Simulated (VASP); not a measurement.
Computed with PBEsol GGA, VASP's PBE PAW potentials (set 64) (plane waves; VASP 6.6.1).

The input files of a VASP run:

**POSCAR**
```
BN
1
    2.5310383629    -0.0000000000    -0.0000000000
   -1.2655191814     2.1919433178     0.0000000000
    0.0000000000     0.0000000000     4.1864786307
B N
2 2
Direct
  0.3333330000   0.6666670000   0.0002740769
  0.6666670000   0.3333330000   0.5002740769
  0.3333330000   0.6666670000   0.3747259231
  0.6666670000   0.3333330000   0.8747259231
```

### INCAR
```
# general
SYSTEM  = BN
PREC    = Accurate
ENCUT   = 620
LREAL   = F
LASPH   = T

# electronic loop
EDIFF   = 1E-6
NELM    = 100
ALGO    = Normal

# smearing
ISMEAR  = 0
SIGMA   = 0.05

# functional
GGA     = PS

# ions
IBRION  = 2
NSW     = 40
ISIF    = 3
EDIFFG  = -0.02
PSTRESS = 50

# output
LWAVE   = F
LCHARG  = F
```

**KPOINTS**
```
Automatic mesh
0
Gamma
10 10 5
0 0 0
```

POTCAR, in this order: B N (PBE.64 set). Program: vasp_std.

The run wrote:

### OSZICAR
```
       N       E                     dE             d eps       ncg     rms          rms(c)
DAV:   1     0.618503624531E+02    0.61850E+02   -0.98661E+03  1008   0.151E+03
DAV:   2    -0.355427146791E+02   -0.97393E+02   -0.90352E+02  1496   0.325E+02
DAV:   3    -0.385735126559E+02   -0.30308E+01   -0.30174E+01  1332   0.541E+01
DAV:   4    -0.385898979368E+02   -0.16385E-01   -0.16376E-01  1284   0.438E+00
DAV:   5    -0.385900727448E+02   -0.17481E-03   -0.17476E-03  1320   0.431E-01    0.938E+00
DAV:   6    -0.368483621327E+02    0.17417E+01   -0.43603E+00  1276   0.184E+01    0.457E+00
DAV:   7    -0.366737440123E+02    0.17462E+00   -0.23800E-01  1204   0.524E+00    0.267E+00
DAV:   8    -0.366311879193E+02    0.42556E-01   -0.71795E-02  1184   0.239E+00    0.233E-01
DAV:   9    -0.366300920670E+02    0.10959E-02   -0.27494E-03  1296   0.595E-01    0.121E-01
DAV:  10    -0.366301689643E+02   -0.76897E-04   -0.19697E-04  1268   0.142E-01    0.236E-02
DAV:  11    -0.366301667596E+02    0.22048E-05   -0.41306E-05  1308   0.589E-02    0.110E-02
DAV:  12    -0.366301672757E+02   -0.51617E-06   -0.36553E-06  1264   0.191E-02
   1 F= -.35905337E+02 E0= -.35905337E+02  d E =-.359053E+02
```

**OUTCAR**
```
------------------------ aborting loop because EDIFF is reached ----------------------------------------
  FORCE on cell =-STRESS in cart. coord.  units (eV):
  Direction    XX          YY          ZZ          XY          YZ          ZX
  --------------------------------------------------------------------------------------
  Total        0.7189970      0.7189969      0.7334357      0.0000000      0.0000000     -0.0000000
  in kB       49.5976084     49.5975992     50.5936141      0.0000000      0.0000000     -0.0000000
  external PRESSURE =      -0.0703928 kB  Pullay stress =      50.0000000 kB
  volume of cell :       23.23
      direct lattice vectors                 reciprocal lattice vectors
     2.531038363  0.000000000  0.000000000     0.395094762  0.228108088  0.000000000
    -1.265519181  2.191943318  0.000000000     0.000000000  0.456216177  0.000000000
     0.000000000  0.000000000  4.186478631     0.000000000  0.000000000  0.238864231
  FREE ENERGIE OF THE ION-ELECTRON SYSTEM (eV)
  ---------------------------------------------------
  free  energy   TOTEN  =       -36.6301672757 eV

  energy  without entropy=      -36.6301672757  energy(sigma->0) =      -36.63016728
  enthalpy is  TOTEN    =       -35.9053369622 eV   P V=        0.7248303135

 reached required accuracy - stopping structural energy minimisation
```
(Selected blocks of OUTCAR.)

File OUTCAR:
```
 val. band max:        7.7396153774   @ k =   0.0000   0.0000   0.0000

 cond. band min:      12.8675201961   @ k =   0.3000   0.3000   0.0000


 Fermi energy:         8.0239423093

 k-point     1 :       0.0000    0.0000    0.0000
  band No.  band energies     occupation
      1     -12.8941      2.00000
      2      -8.6091      2.00000
      3      -3.4417      2.00000
      4       5.5649      2.00000
      5       5.5649      2.00000
      6       7.4524      2.00000
      7       7.7396      2.00000
      8       7.7396      2.00000
      9      16.1147      0.00000
     10      16.1147      0.00000
     11      16.3786      0.00000
     12      17.4279      0.00000

 k-point     2 :       0.1000    0.0000    0.0000
  band No.  band energies     occupation
      1     -12.6725      2.00000
      2      -8.4384      2.00000
      3      -3.2226      2.00000
      4       4.5760      2.00000
      5       5.1563      2.00000
      6       6.9239      2.00000
      7       7.2334      2.00000
      8       7.5091      2.00000
      9      15.7789      0.00000
     10      16.5522      0.00000
     11      16.7176      0.00000
     12      18.1065      0.00000

 k-point     3 :       0.2000    0.0000    0.0000
  band No.  band energies     occupation
      1     -12.0174      2.00000
      2      -7.9615      2.00000
      3      -2.5774      2.00000
      4       2.3641      2.00000
      5       4.2797      2.00000
      6       5.0291      2.00000
      7       6.5689      2.00000
      8       6.9134      2.00000
      9      15.2478      0.00000
     10      17.1397      0.00000
     11      17.4729      0.00000
     12      18.8203      0.00000

 k-point     4 :       0.3000    0.0000    0.0000
  band No.  band energies     occupation
      1     -10.9676      2.00000
      2      -7.3345      2.00000
      3      -1.5598      2.00000
      4       0.0174      2.00000
      5       2.8348      2.00000
      6       3.4201      2.00000
...
```

The structure was generated: BN was put into the wurtzite type (P6_3mc), which need not be its known phase. It was relaxed first under an external pressure of 5 GPa.
